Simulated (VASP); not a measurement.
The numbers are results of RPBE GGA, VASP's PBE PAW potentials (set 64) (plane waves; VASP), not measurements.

A VASP calculation is set up with these files.

**KPOINTS**
```
K-points
0
Gamma
11 11 11
```

File POSCAR:
```
Ca
5.6210
  0.0000000000   0.4999999610   0.4999999610
  0.4999999610   0.0000000000   0.4999999610
  0.4999999610   0.4999999610   0.0000000000
Ca
1
Direct
  0.0000000000   0.0000000000   0.0000000000
```

INCAR:
```
SYSTEM = Ca
PREC = Accurate; ENCUT = 520; LREAL = .FALSE.
LASPH = .TRUE.
EDIFF = 1E-7; NELM = 100; ALGO = Normal
ISMEAR = 1; SIGMA = 0.1
GGA = RP
ISIF = 2
LWAVE = .FALSE.; LCHARG = .FALSE.
```

POTCAR, in this order: Ca_sv (PBE.64 set). Program: vasp_std.

What VASP printed:

**OSZICAR**
```
       N       E                     dE             d eps       ncg     rms          rms(c)
DAV:   1     0.628328943889E+02    0.62833E+02   -0.50852E+03  1008   0.996E+02
DAV:   2    -0.351584733910E+00   -0.63184E+02   -0.62925E+02  1036   0.228E+02
DAV:   3    -0.170979546442E+01   -0.13582E+01   -0.13510E+01  1585   0.346E+01
DAV:   4    -0.174677783615E+01   -0.36982E-01   -0.36869E-01  1501   0.467E+00
DAV:   5    -0.174758348576E+01   -0.80565E-03   -0.80520E-03  1638   0.400E-01    0.230E+00
DAV:   6    -0.174431334551E+01    0.32701E-02   -0.13948E-02  1264   0.147E+00    0.142E+00
DAV:   7    -0.174511618959E+01   -0.80284E-03   -0.20811E-02  1248   0.198E+00    0.111E-01
DAV:   8    -0.174458639082E+01    0.52980E-03   -0.25503E-03  1260   0.549E-01    0.225E-02
DAV:   9    -0.174460884454E+01   -0.22454E-04   -0.14854E-04  1590   0.959E-02    0.843E-03
DAV:  10    -0.174460924633E+01   -0.40179E-06   -0.12870E-05  1285   0.414E-02    0.152E-03
DAV:  11    -0.174460836915E+01    0.87719E-06   -0.81035E-07  1528   0.960E-03    0.857E-04
DAV:  12    -0.174460839750E+01   -0.28350E-07   -0.68324E-08  1053   0.219E-03
   1 F= -.17446084E+01 E0= -.17441910E+01  d E =-.125207E-02
```

File OUTCAR:
```
------------------------ aborting loop because EDIFF is reached ----------------------------------------
  FORCE on cell =-STRESS in cart. coord.  units (eV):
  Direction    XX          YY          ZZ          XY          YZ          ZX
  --------------------------------------------------------------------------------------
  Total       -0.0008152     -0.0008152     -0.0008152      0.0000000      0.0000000      0.0000000
  in kB       -0.0294160     -0.0294160     -0.0294160      0.0000000      0.0000000      0.0000000
  external PRESSURE =      -0.0294160 kB  Pullay stress =       0.0000000 kB
  volume of cell :       44.40
      direct lattice vectors                 reciprocal lattice vectors
     0.000000000  2.810499781  2.810499781    -0.177904301  0.177904301  0.177904301
     2.810499781  0.000000000  2.810499781     0.177904301 -0.177904301  0.177904301
     2.810499781  2.810499781  0.000000000     0.177904301  0.177904301 -0.177904301
 POSITION                                       TOTAL-FORCE (eV/Angst)
 -----------------------------------------------------------------------------------
      0.00000      0.00000      0.00000         0.000000      0.000000     -0.000000
 -----------------------------------------------------------------------------------
    total drift:                               -0.000000     -0.000000     -0.000000
  FREE ENERGIE OF THE ION-ELECTRON SYSTEM (eV)
  ---------------------------------------------------
  free  energy   TOTEN  =        -1.7446083975 eV

  energy  without entropy=       -1.7433563293  energy(sigma->0) =       -1.74419104
```
(Selected blocks of OUTCAR.)

OUTCAR:
```
 val. band max:        1.8487642254   @ k =   0.4545   0.0000   0.0000

 cond. band min:       1.8918002085   @ k =  -0.3636   0.3636   0.0909


 Fermi energy:         1.8697984913

 k-point     1 :       0.0000    0.0000    0.0000
  band No.  band energies     occupation
      1     -40.3863      2.00000
      2     -21.2497      2.00000
      3     -21.2497      2.00000
      4     -21.2497      2.00000
      5      -2.0569      2.00000
      6       4.1894      0.00000
      7       4.1894      0.00000
      8       4.1894      0.00000
      9       5.1947      0.00000

 k-point     2 :       0.0909    0.0000    0.0000
  band No.  band energies     occupation
      1     -40.3855      2.00000
      2     -21.2587      2.00000
      3     -21.2509      2.00000
      4     -21.2509      2.00000
      5      -1.9219      2.00000
      6       4.0436      0.00000
      7       4.2389      0.00000
      8       4.2389      0.00000
      9       5.1525      0.00000

 k-point     3 :       0.1818    0.0000    0.0000
  band No.  band energies     occupation
      1     -40.3833      2.00000
      2     -21.2827      2.00000
      3     -21.2543      2.00000
      4     -21.2543      2.00000
      5      -1.5270      2.00000
      6       3.6657     -0.00000
      7       4.3238      0.00000
      8       4.3238      0.00000
      9       5.1129      0.00000

 k-point     4 :       0.2727    0.0000    0.0000
  band No.  band energies     occupation
      1     -40.3804      2.00000
      2     -21.3140      2.00000
      3     -21.2587      2.00000
      4     -21.2587      2.00000
      5      -0.9036      2.00000
      6       3.1515     -0.00000
      7       4.2930      0.00000
      8       4.2930      0.00000
      9       5.2636      0.00000

 k-point     5 :       0.3636    0.0000    0.0000
  band No.  band energies     occupation
      1     -40.3777      2.00000
      2     -21.3425      2.00000
      3     -21.2627      2.00000
...
```

The compound is Ca in the fcc structure. It was relaxed first.
